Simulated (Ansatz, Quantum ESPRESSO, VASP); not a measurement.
## NaLaMnMoO6: 3 runs at one level of theory

```
Na La Mn Mo O
1.0
    -2.72294    2.72294    3.89889
     2.72294   -2.72294    3.89889
     2.72294    2.72294   -3.89889
Na La Mn Mo O
1 1 1 1 6
Direct
  0.25148 0.74773 0.50779
  0.74962 0.24567 0.49018
  0.49871 0.49220 0.99556
  0.00311 0.00647 0.00219
  0.20516 0.29613 0.50409
  0.29794 0.79162 0.08428
  0.79108 0.70147 0.49041
  0.70061 0.19687 0.90707
  0.25545 0.25601 0.00354
  0.75112 0.75583 0.01080
```

The cell comes from a database or a generator and needn't be the stable form of this composition.

Atoms were shifted at random by some hundredths of an Å from the given cell, which wasn't relaxed again for these runs.

Alike in all runs: task single point; functional PBE; k mesh 7 × 7 × 7; occupations fermi-dirac, width 0.05 eV; collinear spin, ferromagnetic start; no spin-orbit coupling. Pressure is positive in compression and, in plane waves, holds the error of the finite cutoff.

```csv
program and potentials,plane-wave cutoff (eV),notes,pressure (GPa),net moment per atom (μB),largest force (eV/Å)
"Ansatz, all-electron LAPW, scalar-relativistic",-,-,0.18,0.19,1.064
"VASP, PBE PAW files La, Mn_pv, Mo_sv, Na_pv, O, 520 eV",520,8.1 valence electrons an atom on average,?,?,?
"Quantum ESPRESSO, SSSP 1.3 efficiency PBE",884,8.5 valence electrons an atom on average,0.64,0.20,1.082
```

Problem. Estimate from the other rows what the run with VASP, PBE PAW files La, Mn_pv, Mo_sv, Na_pv, O, 520 eV gave.

Solution. Pressure 0.51 GPa; net moment per atom 0.19 μB; largest force 1.072 eV/Å. The other rows, which needn't bracket it: pressure 0.18 to 0.64; net moment per atom 0.19 to 0.20; largest force 1.064 to 1.082.
